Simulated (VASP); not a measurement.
Given:

```
Ni2Zr
1.0
    0.00000     3.45596     3.45596
    3.45596     0.00000     3.45596
    3.45596     3.45596     0.00000
Zr Ni
2 4
Direct
  0.50000   0.50000   0.50000
  0.75000   0.75000   0.75000
  0.12500   0.12500   0.12500
  0.62500   0.12500   0.12500
  0.12500   0.12500   0.62500
  0.12500   0.62500   0.12500
```

Method: PBEsol GGA, VASP's PBE PAW potentials (set 64) (plane waves; VASP). Numerical set-up: 300 eV cut-off, 7×7×7 Γ-centred mesh, Gaussian smearing of 0.27 eV, potentials Zr_sv Ni.

At this cut-off the stress carries a Pulay error, which pulls relaxed volumes low.

**Question.** The ions, cell shape and volume are relaxed. Which structure does the run end with?

**Answer.** 
```
Ni2Zr
1.0
    0.00000     3.43421     3.43421
    3.43421     0.00000     3.43421
    3.43421     3.43421     0.00000
Zr Ni
2 4
Direct
  0.50000   0.50000   0.50000
  0.75000   0.75000   0.75000
  0.12500   0.12500   0.12500
  0.62500   0.12500   0.12500
  0.12500   0.12500   0.62500
  0.12500   0.62500   0.12500
```
Space group Fd-3m (227), at a tolerance of 0.03 Å.

**Question.** How do energy and volume change from the first to the last step?

**Answer.** The energy (σ→0) changes by -2.9 meV/atom and the volume by -1.9 %, in 3 ionic steps.

```
step  E(σ→0) (eV)  max force (eV/Å)  pressure (GPa)  volume (Å³)
----  -----------  ----------------  --------------  -----------
1        -45.3585             0.000           -3.33        82.55
2        -45.3530             0.000            4.38        79.19
3        -45.3761             0.000           -0.04        81.00
```

The structure comes from a computed database's ZrNi2 entry (Fd-3m); how it stands against other phases isn't given here. This run relaxes it. Symmetry was kept, so distortions that lower it aren't found. The run is one of a series of settings (EDIFFG = -0.01, IBRION = 2, ISIF = 3, NSW = 50 against the base run), some of them coarse on purpose. The run is not spin-polarised, so no magnetic state was tried.
